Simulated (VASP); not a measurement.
Output of a VASP run:

File OUTCAR:
```
 ion  position               nearest neighbor table
   1  0.000  0.000  0.000-   3 1.91   6 1.91   5 1.91   4 1.91   4 1.91   5 1.91
   2  0.500  0.500  0.500-   4 1.91   5 1.91   3 1.91   6 1.91   3 1.91   6 1.91
   3  0.304  0.304  0.000-   1 1.91   2 1.91   2 1.91
   4  0.804  0.196  0.500-   2 1.91   1 1.91   1 1.91
   5  0.196  0.804  0.500-   2 1.91   1 1.91   1 1.91
   6  0.696  0.696  0.000-   1 1.91   2 1.91   2 1.91
  LATTYP: Found a simple tetragonal cell.
 ALAT       =     4.4446361573
 C/A-ratio  =     0.6570476600
 Subroutine PRICEL returns:
 Original cell was already a primitive cell.
 Subroutine GETGRP returns: Found 16 space group operations
The static configuration has the point symmetry D_2h.
 The point group associated with its full space group is D_4h.
The dynamic configuration has the point symmetry D_2h.
The overall configuration has the point symmetry D_2h.
 Subroutine INISYM returns: Found 16 space group operations
 Subroutine IBZKPT returns following result:
 Found     50 irreducible k-points:

 Following reciprocal coordinates:
            Coordinates               Weight
  0.000000  0.000000  0.000000      1.000000
  0.166667  0.000000  0.000000      4.000000
  0.333333  0.000000  0.000000      4.000000
  0.500000  0.000000  0.000000      2.000000
  0.166667  0.166667  0.000000      4.000000
  0.333333  0.166667  0.000000      8.000000
  0.500000  0.166667  0.000000      4.000000
  0.333333  0.333333  0.000000      4.000000
  0.500000  0.333333  0.000000      4.000000
  0.500000  0.500000  0.000000      1.000000
  0.000000  0.000000  0.111111      2.000000
  0.166667  0.000000  0.111111      8.000000
  0.333333  0.000000  0.111111      8.000000
  0.500000  0.000000  0.111111      4.000000
  0.166667  0.166667  0.111111      8.000000
  0.333333  0.166667  0.111111     16.000000
  0.500000  0.166667  0.111111      8.000000
  0.333333  0.333333  0.111111      8.000000
  0.500000  0.333333  0.111111      8.000000
  0.500000  0.500000  0.111111      2.000000
  0.000000  0.000000  0.222222      2.000000
  0.166667  0.000000  0.222222      8.000000
  0.333333  0.000000  0.222222      8.000000
  0.500000  0.000000  0.222222      4.000000
  0.166667  0.166667  0.222222      8.000000
  0.333333  0.166667  0.222222     16.000000
  0.500000  0.166667  0.222222      8.000000
  0.333333  0.333333  0.222222      8.000000
  0.500000  0.333333  0.222222      8.000000
  0.500000  0.500000  0.222222      2.000000
  0.000000  0.000000  0.333333      2.000000
  0.166667  0.000000  0.333333      8.000000
  0.333333  0.000000  0.333333      8.000000
  0.500000  0.000000  0.333333      4.000000
  0.166667  0.166667  0.333333      8.000000
  0.333333  0.166667  0.333333     16.000000
  0.500000  0.166667  0.333333      8.000000
  0.333333  0.333333  0.333333      8.000000
  0.500000  0.333333  0.333333      8.000000
  0.500000  0.500000  0.333333      2.000000
   k-points           NKPTS =     50   k-points in BZ     NKDIM =     50   number of bands    NBANDS=     31
   number of dos      NEDOS =    301   number of ions     NIONS =      6
   total plane-waves  NPLWV =  31104
   dimension x,y,z NGX =    36 NGY =   36 NGZ =   24
   dimension x,y,z NGXF=    72 NGYF=   72 NGZF=   48
   ions per type =               2   4
   PREC   = accura    normal or accurate (medium, high low for compatibility)
   ISTART =      0    job   : 0-new  1-cont  2-samecut
   ICHARG =      2    charge: 1-file 2-atom 10-const
   ISPIN  =      2    spin polarized calculation?
   LNONCOLLINEAR =      F non collinear calculations
   LSORBIT =      F    spin-orbit coupling
   INIWAV =      1    electr: 0-lowe 1-rand  2-diag
   ENCUT  =  520.0 eV  38.22 Ry    6.18 a.u.   8.26  8.26  5.43*2*pi/ulx,y,z
   NELM   =    100;   NELMIN=  2; NELMDL= -5     # of ELM steps
   EDIFF  = 0.1E-05   stopping-criterion for ELM
   LREAL  =      F    real-space projection
...
```

OSZICAR:
```
       N       E                     dE             d eps       ncg     rms          rms(c)
DAV:   1     0.608068174487E+03    0.60807E+03   -0.26640E+04  6208   0.173E+03
DAV:   2    -0.310009465031E+01   -0.61117E+03   -0.56887E+03  6900   0.512E+02
DAV:   3    -0.651375331760E+02   -0.62037E+02   -0.60077E+02  7087   0.166E+02
DAV:   4    -0.666492127930E+02   -0.15117E+01   -0.14790E+01  7468   0.249E+01
DAV:   5    -0.666843712536E+02   -0.35158E-01   -0.35149E-01  7522   0.380E+00    0.411E+01
DAV:   6    -0.592942805315E+02    0.73901E+01   -0.13557E+02  7050   0.989E+01    0.421E+01
DAV:   7    -0.532071642317E+02    0.60871E+01   -0.88552E+01  7322   0.103E+02    0.190E+01
DAV:   8    -0.510614639626E+02    0.21457E+01   -0.69095E+00  6674   0.229E+01    0.810E+00
DAV:   9    -0.504030240224E+02    0.65844E+00   -0.19835E+00  8003   0.132E+01    0.245E+00
DAV:  10    -0.504280196540E+02   -0.24996E-01   -0.19512E-01  6838   0.352E+00    0.150E+00
DAV:  11    -0.504273525143E+02    0.66714E-03   -0.40210E-02  7819   0.216E+00    0.691E-01
DAV:  12    -0.504252876770E+02    0.20648E-02   -0.84247E-03  8405   0.733E-01    0.331E-01
DAV:  13    -0.504249210114E+02    0.36667E-03   -0.88911E-04  7912   0.316E-01    0.141E-01
DAV:  14    -0.504248312625E+02    0.89749E-04   -0.34399E-04  7600   0.188E-01    0.542E-02
DAV:  15    -0.504248248987E+02    0.63637E-05   -0.84931E-05  7382   0.815E-02    0.283E-02
DAV:  16    -0.504248202854E+02    0.46133E-05   -0.14350E-05  7985   0.325E-02    0.114E-02
DAV:  17    -0.504248195779E+02    0.70755E-06   -0.32592E-06  5691   0.186E-02
   1 F= -.50424820E+02 E0= -.50424992E+02  d E =-.504248E+02  mag=     4.0000
       N       E                     dE             d eps       ncg     rms          rms(c)
DAV:   1    -0.504248535524E+02   -0.33267E-04   -0.25101E-02  6200   0.998E-01    0.605E-02
DAV:   2    -0.504248851675E+02   -0.31615E-04   -0.49374E-04  7117   0.167E-01    0.387E-02
DAV:   3    -0.504248807216E+02    0.44459E-05   -0.32436E-05  7910   0.627E-02    0.254E-02
DAV:   4    -0.504248775821E+02    0.31395E-05   -0.13610E-05  8557   0.352E-02    0.179E-02
DAV:   5    -0.504248773105E+02    0.27165E-06   -0.99155E-07  3371   0.985E-03
   2 F= -.50424877E+02 E0= -.50425054E+02  d E =-.577326E-04  mag=     4.0000
```

File OUTCAR:
```
------------------------ aborting loop because EDIFF is reached ----------------------------------------
  FORCE on cell =-STRESS in cart. coord.  units (eV):
  Direction    XX          YY          ZZ          XY          YZ          ZX
  --------------------------------------------------------------------------------------
  Total       -0.0002954     -0.0002954     -0.0298741     -0.0000000      0.0000000      0.0000000
  in kB       -0.0082039     -0.0082039     -0.8295729     -0.0000000      0.0000000      0.0000000
  external PRESSURE =      -0.2819936 kB  Pullay stress =       0.0000000 kB
  volume of cell :       57.70
      direct lattice vectors                 reciprocal lattice vectors
     4.445283846 -0.000000000  0.000000000     0.224957513  0.000000000  0.000000000
     0.000000000  4.445283846  0.000000000     0.000000000  0.224957513  0.000000000
     0.000000000  0.000000000  2.919793384     0.000000000  0.000000000  0.342489988
 POSITION                                       TOTAL-FORCE (eV/Angst)
 -----------------------------------------------------------------------------------
      0.00000      0.00000      0.00000         0.000000     -0.000000      0.000000
      2.22264      2.22264      1.45990         0.000000     -0.000000      0.000000
      1.34892      1.34892      2.91979        -0.001854     -0.001854      0.000000
      3.57157      0.87372      1.45990        -0.001854      0.001854      0.000000
      0.87372      3.57157      1.45990         0.001854     -0.001854      0.000000
      3.09636      3.09636      0.00000         0.001854      0.001854      0.000000
 -----------------------------------------------------------------------------------
    total drift:                                0.000000     -0.000000      0.000000
  FREE ENERGIE OF THE ION-ELECTRON SYSTEM (eV)
  ---------------------------------------------------
  free  energy   TOTEN  =       -50.4248773105 eV

  energy  without entropy=      -50.4254064201  energy(sigma->0) =      -50.42505368

 total charge

# of ion       s       p       d       tot
------------------------------------------
    1        0.353   6.454   4.020  10.826
    2        0.353   6.454   4.020  10.826
    3        1.569   3.458   0.000   5.027
    4        1.569   3.458   0.000   5.027
    5        1.569   3.458   0.000   5.027
    6        1.569   3.458   0.000   5.027
--------------------------------------------------
tot          6.980  26.739   8.040  41.760

 magnetization (x)

# of ion       s       p       d       tot
------------------------------------------
    1        0.021   0.028   2.019   2.068
    2        0.021   0.028   2.019   2.068
    3       -0.003  -0.061   0.000  -0.064
    4       -0.003  -0.061   0.000  -0.064
    5       -0.003  -0.061   0.000  -0.064
    6       -0.003  -0.061   0.000  -0.064
--------------------------------------------------
tot          0.032  -0.189   4.037   3.880

 reached required accuracy - stopping structural energy minimisation
```
(Selected blocks of OUTCAR.)

File POSCAR:
```
CrO2
1
    4.4446361573    -0.0000000000     0.0000000000
    0.0000000000     4.4446361573     0.0000000000
    0.0000000000     0.0000000000     2.9203377867
Cr O
2 4
Direct
  0.0000000000   0.0000000000   0.0000000000
  0.5000000000   0.5000000000   0.5000000000
  0.3036191712   0.3036191712   0.0000000000
  0.8036191712   0.1963808288   0.5000000000
  0.1963808288   0.8036191712   0.5000000000
  0.6963808288   0.6963808288   1.0000000000
```

**Question.** Write an INCAR and KPOINTS that could have produced this output.

**Answer.** This is not unique; one that fits is the input of the run itself, PW91 GGA, plane waves, VASP's PBE PAW potentials (set 64).

KPOINTS:
```
Automatic mesh
0
Gamma
6 6 9
0 0 0
```

### INCAR
```
LMAXMIX=4   ! l cut-off of mixed one-centre charges
EDIFF=1E-6
EDIFFG=-0.02
ALGO=Normal   ! blocked Davidson
LORBIT=10
ISMEAR=1
LCHARG=.False.
ISIF=3
LASPH=.True.
ENCUT=520   ! plane-wave cut-off (eV)
PREC=Accurate
SYSTEM=CrO2
NELM=100
LWAVE=.False.
SIGMA=0.1
NSW=60   ! most ionic steps
LREAL=.False.   ! projection in real space or not
GGA=91   ! PW91
ISPIN=2
MAGMOM=2*2.5 4*0.0
IBRION=2   ! conjugate gradients
```

POTCAR, in this order: Cr_pv O (PBE.64 set). Program: vasp_std.

The moments were started parallel, and other spin orders were not tried in this run.

The compound is CrO2 in the rutile structure. This run relaxes it. Symmetry was kept, so distortions that lower it aren't found. The start is the result of an earlier pass.
